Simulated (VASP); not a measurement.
# GaSn (Fm-3m) in VASP: notebook

One crystal, GaSn, is run at these levels: PBE, LDA; tasks: relaxation of cell and atoms, relaxation of the atoms.

Program: VASP 6.6.1. These are calculated values, not measurements. Logs are shortened: lines on timing, memory, paths and dates and some standing lists are left out, and cuts for length are marked.

## (1) Starting point

It takes space group Fm-3m (No. 225, cubic). Conventional cell: a = 5.459 Å, b = 5.459 Å, c = 5.459 Å, α = 90.00°, β = 90.00°, γ = 90.00°. Around Ga (site symmetry m-3m) lie 6 Sn at 2.73 Å. Sn (site symmetry m-3m) has 6 Ga at 2.73 Å as nearest neighbours.

The cell was built by a generator and needn't be a form met in nature.

## (2) Relaxation of cell and atoms, PBE

INCAR reads:

```
PREC = Accurate ; ENCUT = 600
EDIFF = 1E-6 ; ISMEAR = 1
SIGMA = 0.1 ; LREAL = False
LASPH = True ; NELM = 100
ALGO = Fast ; ISIF = 3
LWAVE = False ; LCHARG = False
GGA = PE ; IBRION = 2
NSW = 40 ; EDIFFG = -0.005
```

KPOINTS reads:

```
regular mesh
0
Gamma
  8 8 8
```

POSCAR reads:

```
GaSn
1.0
    0.0000000000      2.7293289900      2.7293289900
    2.7293289900      0.0000000000      2.7293289900
    2.7293289900      2.7293289900      0.0000000000
Ga Sn
1 1
Direct
    0.5000000000      0.5000000000      0.5000000000
    0.0000000000      0.0000000000      0.0000000000
```

Potentials or basis: VASP PAW PBE potentials, release 64 (Ga_d, Sn_d).

Command:

```bash
cat potpaw_PBE.64/Ga_d/POTCAR potpaw_PBE.64/Sn_d/POTCAR > POTCAR
mpirun -np 1 vasp_std > vasp.out
```

OUTCAR:

```text
PREC = Accurate
   ENCUT = 600
   EDIFF = 1E-6
   ISMEAR = 1
   LREAL = False
   LASPH = True
   NELM = 100
   ISIF = 3
   GGA = PE
   IBRION = 2
   NSW = 40
   EDIFFG = -0.005

 ion  position               nearest neighbor table
   1  0.500  0.500  0.500-   2 2.73   2 2.73   2 2.73   2 2.73   2 2.73   2 2.73
   2  0.000  0.000  0.000-   1 2.73   1 2.73   1 2.73   1 2.73   1 2.73   1 2.73

  LATTYP: Found a face centered cubic cell.
 ALAT       =     5.4586579800

  Lattice vectors:

 A1 = (   0.0000000000,   2.7293289900,   2.7293289900)
 A2 = (   2.7293289900,   0.0000000000,   2.7293289900)
 A3 = (   2.7293289900,   2.7293289900,   0.0000000000)

Analysis of symmetry for initial positions (statically):
=====================================================================
 Subroutine PRICEL returns:
 Original cell was already a primitive cell.

 Routine SETGRP: Setting up the symmetry group for a
 face centered cubic supercell.

 Subroutine GETGRP returns: Found 48 space group operations
 (whereof 48 operations were pure point group operations)
 out of a pool of 48 trial point group operations.

The static configuration has the point symmetry O_h .

Analysis of symmetry for dynamics (positions and initial velocities):
=====================================================================
 Subroutine PRICEL returns:
 Original cell was already a primitive cell.

 Routine SETGRP: Setting up the symmetry group for a
 face centered cubic supercell.

 Subroutine GETGRP returns: Found 48 space group operations
 (whereof 48 operations were pure point group operations)
 out of a pool of 48 trial point group operations.

The dynamic configuration has the point symmetry O_h .

 Subroutine INISYM returns: Found 48 space group operations
 (whereof 48 operations are pure point group operations),
 and found     1 'primitive' translations

----------------------------------------------------------------------------------------

                                     Primitive cell

  volume of cell :      40.6628

  direct lattice vectors                    reciprocal lattice vectors
     0.000000000  2.729328990  2.729328990    -0.183195211  0.183195211  0.183195211
     2.729328990  0.000000000  2.729328990     0.183195211 -0.183195211  0.183195211
     2.729328990  2.729328990  0.000000000     0.183195211  0.183195211 -0.183195211

  length of vectors
     3.859854074  3.859854074  3.859854074     0.317303413  0.317303413  0.317303413

  position of ions in fractional coordinates (direct lattice)
     0.500000000  0.500000000  0.500000000
     0.000000000  0.000000000  0.000000000

  ion indices of the primitive-cell ions
   primitive index   ion index
                 1           1
                 2           2

----------------------------------------------------------------------------------------

 KPOINTS: regular mesh

Automatic generation of k-mesh.
 Grid dimensions read from file:
 generate k-points for:    8    8    8

 Generating k-lattice:

  Cartesian coordinates                     Fractional coordinates (reciprocal lattice)
    -0.022899401  0.022899401  0.022899401     0.125000000  0.000000000  0.000000000
     0.022899401 -0.022899401  0.022899401     0.000000000  0.125000000  0.000000000
     0.022899401  0.022899401 -0.022899401     0.000000000  0.000000000  0.125000000

  Length of vectors
     0.039662927  0.039662927  0.039662927

  Shift w.r.t. Gamma in fractional coordinates (k-lattice)
     0.000000000  0.000000000  0.000000000

 Subroutine IBZKPT returns following result:
 ===========================================

 Found     29 irreducible k-points:

 Following reciprocal coordinates:
            Coordinates               Weight
  0.000000  0.000000  0.000000      1.000000
  0.125000  0.000000  0.000000      8.000000
  0.250000  0.000000  0.000000      8.000000
  0.375000  0.000000  0.000000      8.000000
  0.500000  0.000000  0.000000      4.000000
  0.125000  0.125000  0.000000      6.000000
[... 16 lines left out ...]
  0.500000  0.250000  0.125000     48.000000
 -0.375000  0.250000  0.125000     24.000000
 [... further k-points ...]
   k-points           NKPTS =     29   k-points in BZ     NKDIM =     29   number of bands    NBANDS=     17
   number of dos      NEDOS =    301   number of ions     NIONS =      2
   total plane-waves  NPLWV =  32768
   dimension x,y,z NGX =    32 NGY =   32 NGZ =   32
   dimension x,y,z NGXF=    64 NGYF=   64 NGZF=   64
   ions per type =               1   1
   NGX,Y,Z   is equivalent  to a cutoff of  13.78, 13.78, 13.78 a.u.
   NGXF,Y,Z  is equivalent  to a cutoff of  27.57, 27.57, 27.57 a.u.
 SYSTEM =  unknown system
   PREC   = accura    normal or accurate (medium, high low for compatibility)
   ISTART =      0    job   : 0-new  1-cont  2-samecut
   ICHARG =      2    charge: 1-file 2-atom 10-const
   ISPIN  =      1    spin polarized calculation?
   LNONCOLLINEAR =      F non collinear calculations
   LSORBIT =      F    spin-orbit coupling
   LASPH  =      T    aspherical Exc in radial PAW
   ENCUT  =  600.0 eV  44.10 Ry    6.64 a.u.   7.71  7.71  7.71*2*pi/ulx,y,z
   NELM   =    100;   NELMIN=  2; NELMDL= -5     # of ELM steps
   EDIFF  = 0.1E-05   stopping-criterion for ELM
   LREAL  =      F    real-space projection
   EDIFFG = -.5E-02   stopping-criterion for IOM
   NSW    =     40    number of steps for IOM
   IBRION =      2    ionic relax: 0-MD 1-quasi-New 2-CG
   NFREE  =      1    steps in history (QN), initial steepest desc. (CG)
   ISIF   =      3    stress and relaxation
   ISYM   =      2    0-nonsym 1-usesym 2-fastsym
   POTIM  = 0.5000    time-step for ionic-motion
   TEBEG  =    0.0;   TEEND  =   0.0 temperature during run
   PSTRESS=    0.0 pullay stress
   NELECT =      27.0000    total number of electrons
   NUPDOWN=      -1.0000    fix difference up-down
   EMIN   =  10.00;   EMAX   =-10.00  energy-range for DOS
   EFERMI =   0.00;   METHOD = LEGACY
   ISMEAR =     1;   SIGMA  =   0.10  broadening in eV -4-tet -1-fermi 0-gaus
   EFERMI_NEDOS =   21; number of points for ismear=-14 and -15
   IALGO  =     68    algorithm
   IMIX   =      4    mixing-type and parameters
     AMIX     =   0.40;   BMIX     =  1.00
     AMIX_MAG =   1.60;   BMIX_MAG =  1.00
  volume/ion in A,a.u.               =      20.33       137.20
  Fermi-wavevector in a.u.,A,eV,Ry     =   1.428226  2.698955 27.753556  2.039829
  Thomas-Fermi vector in A             =   2.548310
   LORBIT       =      0    0 simple, 1 ext, 2 COOP (PROOUT), +10 PAW based schemes
   GGA     = PE    functional components
   LHFCALC =     F    Hartree Fock is set to
   AEXX    =    0.0000 exact exchange contribution
   IVDW    =     0    specifies the selected vdW correction
   LEPSILON=     F    determine dielectric tensor
   LRPA    =     F    only Hartree local field effects (RPA)
 conjugate gradient relaxation of ions
 non-spin polarized calculation
 RMM-DIIS sequential band-by-band and
 Methfessel and Paxton  Order N= 1 SIGMA  =   0.10
  energy-cutoff  :      600.00
  volume of cell :       40.66
 maximum number of plane-waves:      1380
   NGX = 15   NGY = 15   NGZ = 15

--------------------------------------- Ionic step        1  -------------------------------------------

 number of electron      27.0000006 magnetization

 Free energy of the ion-electron system (eV)
  ---------------------------------------------------
  ext. energy  EPLUGINS =         0.00000000
  ---------------------------------------------------
  free energy    TOTEN  =        -6.29185177 eV

  energy without entropy =       -6.28982387  energy(sigma->0) =       -6.29117580

------------------------ aborting loop because EDIFF is reached ----------------------------------------

  FORCE on cell =-STRESS in cart. coord.  units (eV):
  Direction    XX          YY          ZZ          XY          YZ          ZX
  --------------------------------------------------------------------------------------
  -------------------------------------------------------------------------------------
  Total        3.4600258      3.4600258      3.4600258      0.0000000     -0.0000000     -0.0000000
  in kB      136.3302595    136.3302595    136.3302595      0.0000000     -0.0000000     -0.0000000
  external PRESSURE =     136.3302595 kB  Pullay stress =       0.0000000 kB

 VOLUME and BASIS-vectors are now :
 -----------------------------------------------------------------------------
  energy-cutoff  :      600.00
  volume of cell :       40.66
      direct lattice vectors                 reciprocal lattice vectors
     0.000000000  2.729328990  2.729328990    -0.183195211  0.183195211  0.183195211
     2.729328990  0.000000000  2.729328990     0.183195211 -0.183195211  0.183195211
     2.729328990  2.729328990  0.000000000     0.183195211  0.183195211 -0.183195211

 POSITION                                       TOTAL-FORCE (eV/Angst)
 -----------------------------------------------------------------------------------
      2.72933      2.72933      2.72933        -0.000000      0.000000      0.000000
      0.00000      0.00000      0.00000         0.000000     -0.000000     -0.000000
 -----------------------------------------------------------------------------------
    total drift:                                0.000000     -0.000000      0.000000

  FREE ENERGIE OF THE ION-ELECTRON SYSTEM (eV)
  ---------------------------------------------------
  free  energy   TOTEN  =        -6.2918517685 eV

  energy  without entropy=       -6.2898238731  energy(sigma->0) =       -6.29117580

--------------------------------------- Ionic step        2  -------------------------------------------

 number of electron      27.0000014 magnetization

 E-fermi :   5.6716     XC(G=0):  -9.9997

 val. band max:        5.6373069553   @ k =   0.5000   0.1250   0.0000
 cond. band min:       5.6906319933   @ k =  -0.3750   0.3750   0.0000
 fundamental gap:      0.0533250380
 Fermi energy:         5.6715731183

 k-point     1 :       0.0000    0.0000    0.0000
  band No.  band energies     occupation
      1     -15.7189      2.00000
      2     -15.7189      2.00000
      3     -15.6979      2.00000
      4     -15.6979      2.00000
      5     -15.6979      2.00000
      6      -9.1283      2.00000
[... 9 lines left out ...]
     16      12.9255      0.00000
     17      12.9929      0.00000
[... 482 lines left out ...]
 POSITION                                       TOTAL-FORCE (eV/Angst)
 -----------------------------------------------------------------------------------
      2.95712      2.95712      2.95712         0.000000      0.000000      0.000000
      2.95712      2.95712      5.91424        -0.000000     -0.000000     -0.000000
 -----------------------------------------------------------------------------------
    total drift:                               -0.000000     -0.000000     -0.000000

  FREE ENERGIE OF THE ION-ELECTRON SYSTEM (eV)
  ---------------------------------------------------
  free  energy   TOTEN  =        -6.5713208623 eV

  energy  without entropy=       -6.5693872516  energy(sigma->0) =       -6.57067633

--------------------------------------- Ionic step        3  -------------------------------------------

 number of electron      26.9999983 magnetization

 Free energy of the ion-electron system (eV)
  ---------------------------------------------------
  ext. energy  EPLUGINS =         0.00000000
  ---------------------------------------------------
  free energy    TOTEN  =        -6.59296984 eV

  energy without entropy =       -6.59167422  energy(sigma->0) =       -6.59253797

 E-fermi :   6.2129     XC(G=0): -10.2585

 val. band max:        6.1807737069   @ k =   0.5000   0.1250   0.0000
 cond. band min:       6.2504463447   @ k =  -0.3750   0.2500   0.0000
 fundamental gap:      0.0696726379
 Fermi energy:         6.2129466283

 k-point     1 :       0.0000    0.0000    0.0000
  band No.  band energies     occupation
      1     -15.1802      2.00000
      2     -15.1802      2.00000
      3     -15.1547      2.00000
      4     -15.1547      2.00000
      5     -15.1547      2.00000
      6      -8.6096      2.00000
[... 9 lines left out ...]
     16      13.0446      0.00000
     17      13.0713      0.00000
[... 482 lines left out ...]
 POSITION                                       TOTAL-FORCE (eV/Angst)
 -----------------------------------------------------------------------------------
      2.90269      2.90269      2.90269         0.000000      0.000000      0.000000
      0.00000      0.00000     -0.00000        -0.000000     -0.000000     -0.000000
 -----------------------------------------------------------------------------------
    total drift:                                0.000000     -0.000000      0.000000

  FREE ENERGIE OF THE ION-ELECTRON SYSTEM (eV)
  ---------------------------------------------------
  free  energy   TOTEN  =        -6.5929698441 eV

  energy  without entropy=       -6.5916742169  energy(sigma->0) =       -6.59253797

 reached required accuracy - stopping structural energy minimisation
```

Wall time 42 s (1 thread of Intel Xeon Platinum 8559C (Emerald Rapids), shared host); peak memory 0.19 GiB.

Results:

```
Free energy                            : -6.5930 eV
Relaxed volume                         : 24.46 Å³/atom
Relaxed cell                           : a = 4.105 Å, b = 4.105 Å, c = 4.105 Å, α = 60.00°, β = 60.00°, γ = 60.00°
Space group after relaxing (to 0.05 Å) : Fm-3m (No. 225)
Energy gained by relaxing              : 150.6 meV/atom
Ionic steps                            : 3
Pressure after relaxing                : 0.0 GPa
Band gap on the k mesh                 : none (metal or under the smearing width)
```

The path:
```
step  energy change (eV)  largest force (eV/Å)  pressure (GPa)  volume (Å³)
   1              0.0000                0.0000           13.63        40.66
   2             -0.2795                0.0000           -2.26        51.72
   3             -0.3011                0.0000           -0.01        48.91
```

Final structure:
```
Ga Sn
1.0
     0.00000    2.90269    2.90269
     2.90269    0.00000    2.90269
     2.90269    2.90269    0.00000
Ga Sn
1 1
Direct
  0.50000 0.50000 0.50000
  0.00000 0.00000 0.00000
```

Levels at points of the mesh, in eV from the Fermi level:
| k point | band 10 | band 11 | band 12 | band 13 | band 14 | band 15 | band 16 | band 17 |
| --- | --- | --- | --- | --- | --- | --- | --- | --- |
| (0.00, 0.00, 0.00) | -14.81 | -10.68 | 1.22 | 1.22 | 1.22 | 1.23 | 6.83 | 6.86 |
| (0.50, 0.00, 0.00) | -14.80 | -7.68 | -6.98 | 1.88 | 1.88 | 2.46 | 2.46 | 3.37 |
| (0.50, 0.50, 0.00) | -14.79 | -7.12 | -4.40 | -3.16 | -1.53 | -1.53 | 3.40 | 9.80 |

Caveat: the volume moved by over 15 % at a fixed basis, so the end points are rough.

## (3) Relaxation of the atoms, LDA

INCAR reads:

```
SYSTEM = GaSn
PREC = Accurate
ENCUT = 520
EDIFF = 1E-6
ISMEAR = 1
SIGMA = 0.1
LREAL = .FALSE.
LASPH = .TRUE.
NELM = 100
ALGO = Normal
ISIF = 2
LWAVE = .FALSE.
LCHARG = .FALSE.
GGA = CA
IBRION = 2
NSW = 60
EDIFFG = -0.02
```

KPOINTS reads:

```
regular mesh
0
G
  8 8 8
  0 0 0
```

POSCAR is that of step 2.

Potentials or basis: VASP PAW LDA potentials, release 64 (Ga_d, Sn_d).

Command:

```bash
cat potpaw_LDA.64/Ga_d/POTCAR potpaw_LDA.64/Sn_d/POTCAR > POTCAR
mpirun -np 1 vasp_std > vasp.out
```

OUTCAR:

```text
SYSTEM = GaSn
   PREC = Accurate
   ENCUT = 520
   EDIFF = 1E-6
   ISMEAR = 1
   LREAL = .FALSE.
   LASPH = .TRUE.
   NELM = 100
   ISIF = 2
   GGA = CA
   IBRION = 2
   NSW = 60
   EDIFFG = -0.02

 ion  position               nearest neighbor table
   1  0.500  0.500  0.500-   2 2.73   2 2.73   2 2.73   2 2.73   2 2.73   2 2.73
   2  0.000  0.000  0.000-   1 2.73   1 2.73   1 2.73   1 2.73   1 2.73   1 2.73

  LATTYP: Found a face centered cubic cell.
 ALAT       =     5.4586579800
[... 198 lines left out ...]
      6      -7.0643      2.00000
[... 457 lines left out ...]
      4     -13.3104      2.00000
      5     -13.2921      2.00000
      6      -7.1518      2.00000
[... 9 lines left out ...]
     16      11.7966      0.00000
     17      16.3515      0.00000

 [... further k-points ...]
[... 5 lines left out ...]
  --------------------------------------------------------------------------------------
  -------------------------------------------------------------------------------------
  Total        1.8825646      1.8825646      1.8825646     -0.0000000     -0.0000000     -0.0000000
  in kB       74.1758970     74.1758970     74.1758970     -0.0000000     -0.0000000     -0.0000000
  external PRESSURE =      74.1758970 kB  Pullay stress =       0.0000000 kB

 VOLUME and BASIS-vectors are now :
 -----------------------------------------------------------------------------
  energy-cutoff  :      520.00
  volume of cell :       40.66
      direct lattice vectors                 reciprocal lattice vectors
     0.000000000  2.729328990  2.729328990    -0.183195211  0.183195211  0.183195211
     2.729328990  0.000000000  2.729328990     0.183195211 -0.183195211  0.183195211
     2.729328990  2.729328990  0.000000000     0.183195211  0.183195211 -0.183195211

 POSITION                                       TOTAL-FORCE (eV/Angst)
 -----------------------------------------------------------------------------------
      2.72933      2.72933      2.72933        -0.000000      0.000000      0.000000
      0.00000      0.00000      0.00000         0.000000      0.000000     -0.000000
 -----------------------------------------------------------------------------------
    total drift:                                0.000000      0.000000      0.000000

  FREE ENERGIE OF THE ION-ELECTRON SYSTEM (eV)
  ---------------------------------------------------
  free  energy   TOTEN  =        -7.8835959299 eV

  energy  without entropy=       -7.8810344174  energy(sigma->0) =       -7.88274209

 reached required accuracy - stopping structural energy minimisation
```

OSZICAR:

```text
N       E                     dE             d eps       ncg     rms          rms(c)
DAV:   1     0.150831609227E+03    0.15083E+03   -0.14311E+04  1018   0.273E+03
DAV:   2     0.358616699615E+01   -0.14725E+03   -0.14565E+03  1028   0.418E+02
DAV:   3    -0.768533847564E+01   -0.11272E+02   -0.11212E+02  1161   0.119E+02
DAV:   4    -0.794480751324E+01   -0.25947E+00   -0.25788E+00  1146   0.189E+01
DAV:   5    -0.795462240114E+01   -0.98149E-02   -0.98131E-02  1381   0.333E+00    0.261E+00
DAV:   6    -0.790065197917E+01    0.53970E-01   -0.86330E-02  1195   0.553E+00    0.139E+00
DAV:   7    -0.788486020020E+01    0.15792E-01   -0.25586E-02  1333   0.255E+00    0.238E-01
DAV:   8    -0.788364212237E+01    0.12181E-02   -0.19076E-03  1146   0.737E-01    0.401E-02
DAV:   9    -0.788359489214E+01    0.47230E-04   -0.13573E-04  1300   0.178E-01    0.234E-02
DAV:  10    -0.788359643200E+01   -0.15399E-05   -0.78161E-06  1183   0.363E-02    0.522E-03
DAV:  11    -0.788359592986E+01    0.50214E-06   -0.20111E-06   713   0.266E-02
   1 F= -.78835959E+01 E0= -.78827421E+01  d E =-.788360E+01
```

CONTCAR:

```text
GaSn
   1.00000000000000
     0.0000000000000000    2.7293289900000000    2.7293289900000000
     2.7293289900000000    0.0000000000000000    2.7293289900000000
     2.7293289900000000    2.7293289900000000    0.0000000000000000
  Ga              Sn
     1     1
Direct
     0.5000000000000000    0.5000000000000000    0.5000000000000000
     0.0000000000000000    0.0000000000000000    0.0000000000000000

  0.00000000E+00  0.00000000E+00  0.00000000E+00
  0.00000000E+00  0.00000000E+00  0.00000000E+00
```

It took 8.7 s on 1 thread of Intel Xeon Platinum 8559C (Emerald Rapids), shared host; peak memory 0.15 GiB.

What came out:

- Free energy: -7.8836 eV
- Pressure after relaxing: 7.4 GPa
- Band gap on the k mesh: none (metal or under the smearing width)

Final structure:
```
Ga Sn
1.0
     0.00000    2.72933    2.72933
     2.72933    0.00000    2.72933
     2.72933    2.72933    0.00000
Ga Sn
1 1
Cartesian
  2.7293 2.7293 2.7293
  0.0000 0.0000 0.0000
```

Caveat: the relaxation stopped at its first step, so nothing moved.
